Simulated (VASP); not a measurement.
An input for Quantum ESPRESSO's pw.x (written as the equivalent of a VASP run, and not itself run):

```
&CONTROL
  calculation = 'relax'
  pseudo_dir = './pseudo'
  outdir = './out'
  tprnfor = .true.
  tstress = .true.
  nstep = 30
  forc_conv_thr = 0.00039
/
&SYSTEM
  ibrav = 0
  nat = 4
  ntyp = 2
  ecutwfc = 98
  occupations = 'smearing'
  smearing = 'methfessel-paxton'
  degauss = 0.00735
  input_dft = 'pbesol'
  nspin = 2
  starting_magnetization(1) = 0.28
  starting_magnetization(2) = 0.06
/
&ELECTRONS
  conv_thr = 7.3e-09
  electron_maxstep = 100
/
&IONS
/
ATOMIC_SPECIES
  Fe 55.845 Fe.upf
  Ni 58.693 Ni.upf
CELL_PARAMETERS angstrom
     3.4667559    0.0000000    0.0000000
     0.0000000    3.4841768    0.0000000
     0.0000000    0.0000000    3.4667559
ATOMIC_POSITIONS crystal
  Fe   0.0000000  0.0000000  0.0000000
  Ni   0.0000000  0.5000000  0.5000000
  Ni   0.5000000  0.0000000  0.5000000
  Ni   0.5000000  0.5000000  0.0000000
K_POINTS automatic
  8 8 8 0 0 0
```

### Question
Write the VASP files for the same calculation (PBEsol).

### Answer
This is not unique; one that fits is 
**POSCAR**
```
Ni3Fe
1.0
  3.4667559283   0.0000000000   0.0000000000
  0.0000000000   3.4841768124   0.0000000000
  0.0000000000   0.0000000000   3.4667559283
Fe Ni
1 3
Direct
  0.0000000000   0.0000000000   0.0000000000
  0.0000000000   0.5000000000   0.5000000000
  0.5000000000   0.0000000000   0.5000000000
  0.5000000000   0.5000000000   0.0000000000
```

**KPOINTS**
```
Regular mesh
0
G
 8 8 8
0 0 0
```

**INCAR**
```
SYSTEM = Ni3Fe
PREC = Accurate; ENCUT = 480; LREAL = F
LASPH = T
EDIFF = 1E-7; NELM = 100; ALGO = Normal
LMAXMIX = 4
ISMEAR = 1; SIGMA = 0.1
GGA = PS
MAGMOM = 2.8 0.6 0.6 0.6
ISPIN = 2
IBRION = 2; NSW = 30; ISIF = 2
EDIFFG = -0.01
LWAVE = F; LCHARG = F; LORBIT = 10
```

POTCAR, in this order: Fe Ni (PBE.64 set). Program: vasp_std.

The two are equivalent in intent, not identical: the potentials are each code's own (VASP's PAW set, PseudoDojo norm-conserving files in pw.x), so ENCUT and ecutwfc are chosen apart and not converted; conv_thr bounds pw.x's estimated SCF error, while EDIFF bounds the energy change between steps; starting_magnetization is a fraction of the valence charge and MAGMOM a moment in μB, so they match only roughly; forc_conv_thr acts on force components and is met together with etot_conv_thr.

The compound is Ni3Fe in the L1_2 structure. This cell was strained or had an atom moved on purpose.
